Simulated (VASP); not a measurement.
Input of a VASP 6.6.1 run:

The input INCAR:

```
SYSTEM = Si48H16CF4
PREC = Accurate
ENCUT = 400
EDIFF = 1E-7
ISMEAR = 0
SIGMA = 0.05
LREAL = Auto
LASPH = .TRUE.
NELM = 60
ALGO = Fast
ISIF = 2
LWAVE = .FALSE.
LCHARG = .FALSE.
GGA = RP
NBANDS = 160
ISYM = 0
NCORE = 4
```

Contents of KPOINTS:

```
Automatic mesh
0
G
  1 1 1
  0 0 0
```

The input POSCAR:

```
Si48H16CF4                              
1.0
    7.6805938572      7.6805938572      0.0000000000
   -7.6805938572      7.6805938572      0.0000000000
    0.0000000000      0.0000000000     23.4276500000
  Si              H               C               F             
    48    16     1     4
Selective dynamics
Direct
     0.6984717310184224    0.2986960486883050    0.4072519387209604   T   T   T
     0.8185202396993057    0.6801541917807482    0.4108792332640457   T   T   T
     0.0585098700148196    0.9448518706417528    0.4096041016446933   T   T   T
     0.3070506427434069    0.1921908925136740    0.4303090754255487   T   T   T
     0.9659490551164363    0.5363949842226851    0.4408331311473698   T   T   T
     0.2103656266548456    0.7909889996658934    0.4224281977350934   T   T   T
     0.4630354174150627    0.0333410294640384    0.4448284212147353   T   T   T
     0.5506930454098378    0.4460402220504475    0.4184224525603059   T   T   T
     0.8798385758202050    0.3904957060576130    0.3766867597797248   T   T   T
     0.8763737868078760    0.8718876635247219    0.3746453008262493   T   T   T
     0.1359683719425918    0.1261931871247044    0.3749727513531895   T   T   T
     0.3753252205693646    0.3653529483602504    0.3771380739980282   T   T   T
     0.1123876796623552    0.6247029980292108    0.3773683358530779   T   T   T
     0.3765352197978427    0.8915832797640127    0.3784453031608371   T   T   T
     0.6054610396558279    0.1175336974098353    0.3786046368319897   T   T   T
     0.6263935447846106    0.6207103765788825    0.3757599585140717   T   T   T
     0.0005420486999004    0.2524116105281787    0.3226945462145800   T   T   T
     0.0046337018336015    0.7488873490276609    0.3127183640594701   T   T   T
     0.2521274447957494    0.9978241460864983    0.3135568319335241   T   T   T
     0.4990782747411878    0.2496370685965865    0.3149388619759564   T   T   T
     0.2479639591681081    0.4994211495684991    0.3241661989558328   T   T   T
     0.4977009357301421    0.7546989729248038    0.3237705781790738   T   T   T
     0.7446020223590264    0.0021070148753117    0.3224519342712214   T   T   T
     0.7507589115484562    0.4990967418312116    0.3132342068626939   T   T   T
     0.8732842781173709    0.1267205970961532    0.2644172781337620   T   T   T
     0.8761027957538943    0.6255544650078045    0.2572662743438960   T   T   T
     0.1254555604570297    0.8770757559847453    0.2569225910199454   T   T   T
     0.3753175637648179    0.1245333710902804    0.2574150103283459   T   T   T
     0.1259982231034880    0.3751322801853618    0.2631138465120568   T   T   T
     0.3739086231967333    0.6259314680206026    0.2651011413697380   T   T   T
     0.6247632730349242    0.8738345657385723    0.2630388936384725   T   T   T
     0.6221175429517243    0.3754438301472775    0.2582837729450189   T   T   T
     0.7500891583091766    0.2497684490016725    0.2029467815343428   T   T   T
     0.7485990412355568    0.7514623453776319    0.2022962075611958   T   T   T
     0.9967126010932187    0.0033740618141451    0.2028808328921824   T   T   T
     0.2488772583490505    0.2513898530036586    0.2023808125882848   T   T   T
     0.0023630527662040    0.4982746304191930    0.2022189832042054   T   T   T
     0.2516411163412537    0.7484132352757763    0.2027050837899076   T   T   T
     0.5016111449666196    0.9977538414380892    0.2021786862111134   T   T   T
     0.4968047604781258    0.5030330193247941    0.2031296716590774   T   T   T
     0.8750000000000000    0.3750000000000000    0.1455075519999980   F   F   F
     0.8750000000000000    0.8750000000000000    0.1455075519999980   F   F   F
     0.1250000000000000    0.1250000000000000    0.1455075519999980   F   F   F
     0.3750000000000000    0.3750000000000000    0.1455075519999980   F   F   F
     0.1250000000000000    0.6250000000000000    0.1455075519999980   F   F   F
     0.3750000000000000    0.8750000000000000    0.1455075519999980   F   F   F
     0.6250000000000000    0.1250000000000000    0.1455075519999980   F   F   F
     0.6250000000000000    0.6250000000000000    0.1455075519999980   F   F   F
     0.9516281893000027    0.2983718106999973    0.1067115139999970   F   F   F
     0.7983718106999973    0.4516281893000027    0.1067115139999970   F   F   F
     0.9516281893000027    0.7983718106999973    0.1067115139999970   F   F   F
     0.7983718106999973    0.9516281893000027    0.1067115139999970   F   F   F
     0.2016281893000027    0.0483718106999973    0.1067115139999970   F   F   F
     0.0483718106999973    0.2016281893000027    0.1067115139999970   F   F   F
     0.4516281893000027    0.2983718106999973    0.1067115139999970   F   F   F
     0.2983718106999973    0.4516281893000027    0.1067115139999970   F   F   F
     0.2016281893000027    0.5483718106999973    0.1067115139999970   F   F   F
     0.0483718106999973    0.7016281893000027    0.1067115139999970   F   F   F
     0.4516281893000027    0.7983718106999973    0.1067115139999970   F   F   F
     0.2983718106999973    0.9516281893000027    0.1067115139999970   F   F   F
     0.7016281893000027    0.0483718106999973    0.1067115139999970   F   F   F
     0.5483718106999973    0.2016281893000027    0.1067115139999970   F   F   F
     0.7016281893000027    0.5483718106999973    0.1067115139999970   F   F   F
     0.5483718106999973    0.7016281893000027    0.1067115139999970   F   F   F
     0.2413491985373229    0.7566646371942300    0.5031586506962774   T   T   T
     0.3261833134564979    0.6627777834804880    0.5082911991447997   T   T   T
     0.2883841624507680    0.8554352381634285    0.5322344715985694   T   T   T
     0.1384373587773225    0.7196807783421586    0.5325236030739826   T   T   T
     0.2550220122564380    0.2376165461832742    0.4926240258946702   T   T   T
```

Potentials or basis: VASP PAW PBE potentials, release 64 (Si, H, C, F).

Command:

```sh
$ cat potpaw_PBE.64/Si/POTCAR potpaw_PBE.64/H/POTCAR potpaw_PBE.64/C/POTCAR potpaw_PBE.64/F/POTCAR > POTCAR
$ mpirun -np 8 vasp_gam > vasp.out
```

Question: Predict the largest force.

Answer: 0.433 eV/Å.

Question: Estimate the band gap on the k mesh.

Answer: 0.46 eV, direct.

Forces in eV/Å, atoms in the order of the input:
```
Si  -0.077 -0.007 -0.004
Si   0.126 -0.018 -0.040
Si   0.061  0.003 -0.006
Si   0.059  0.002  0.007
Si  -0.002 -0.050  0.174
Si  -0.067  0.000  0.015
Si   0.047  0.042  0.186
Si   0.037  0.007  0.141
Si  -0.021 -0.004  0.137
Si  -0.003 -0.031  0.124
Si  -0.029 -0.019  0.094
Si  -0.009  0.015  0.090
Si  -0.017 -0.036  0.082
Si   0.025  0.017  0.074
Si   0.014  0.018  0.118
Si  -0.003  0.043  0.124
Si  -0.002 -0.001  0.034
Si  -0.058 -0.018  0.154
Si  -0.028 -0.037  0.090
Si   0.033  0.066  0.118
Si   0.014  0.001  0.021
Si   0.007  0.000  0.023
Si  -0.008 -0.001  0.047
Si  -0.011  0.004  0.186
Si   0.008 -0.009 -0.018
Si   0.002  0.000 -0.033
Si  -0.014  0.002 -0.028
Si   0.002  0.009 -0.041
Si   0.000  0.011 -0.021
Si   0.010 -0.003 -0.015
Si  -0.008  0.004 -0.023
Si  -0.006 -0.004 -0.028
Si   0.010  0.003 -0.043
Si   0.002  0.001 -0.057
Si  -0.008  0.003 -0.050
Si  -0.002 -0.003 -0.051
Si   0.016 -0.002 -0.055
Si   0.011 -0.002 -0.049
Si   0.007  0.001 -0.055
Si  -0.014 -0.003 -0.051
Si   0.202 -0.013 -0.231
Si  -0.276  0.021 -0.254
Si  -0.287  0.008 -0.243
Si  -0.270  0.040 -0.249
Si   0.263  0.048 -0.315
Si   0.279 -0.040 -0.328
Si   0.223 -0.001 -0.252
Si  -0.246 -0.053 -0.225
H   -0.320 -0.022 -0.021
H    0.310  0.006  0.036
H   -0.302  0.027  0.058
H    0.317  0.000 -0.030
H   -0.305 -0.032  0.055
H    0.325  0.007 -0.034
H   -0.304  0.033  0.049
H    0.346 -0.017 -0.031
H   -0.345  0.025 -0.034
H    0.311  0.005  0.037
H   -0.341 -0.023 -0.042
H    0.312 -0.006  0.038
H   -0.317  0.021 -0.031
H    0.309 -0.008  0.037
H   -0.302 -0.028  0.052
H    0.334  0.019 -0.021
C   -0.063 -0.015 -0.104
F    0.341 -0.009  0.082
F   -0.097  0.267  0.229
F   -0.121 -0.254  0.193
F   -0.084 -0.006  0.210
```

Caveat: the PAW data sets were made with another functional, which shifts forces and pressure a little. Expect the measured gap to be larger: semilocal functionals such as RPBE lack the derivative discontinuity.
